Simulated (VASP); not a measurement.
Here is the system:

```xyz
3
Lattice="1.9547 -3.3856 0.0000 1.9547 3.3856 0.0000 0.0000 0.0000 4.6240" Properties=species:S:1:pos:R:3 pbc="T T T"
Te     1.9547     1.1285     1.3102
Te     1.9547    -1.1285     3.3137
Pt     0.0000     0.0000     0.0000
```

All values below come from PBEsol GGA, VASP's PBE PAW potentials (set 64) (plane waves; VASP). Numerical set-up: 500 eV cut-off, 9×9×7 Γ-centred mesh, first-order Methfessel-Paxton smearing of 0.10 eV, potentials Te Pt.

Unless said otherwise, spin-orbit coupling is left out, though it shifts the bands of the heavy elements here.

### Question
Estimate the energy per atom (σ→0), pressure, band gap (on the k-mesh) with the smallest direct gap where there is one.

### Answer

band gap (on the k-mesh): none (metal, semimetal or under 0.01 eV)
energy per atom (σ→0): -4.895 eV/atom
pressure: 19.95 GPa

Total energies compare only between runs with the same potentials, cut-off and functional.

The compound is PtTe2 in the 1T layered structure. It was relaxed first under an external pressure of 20 GPa.
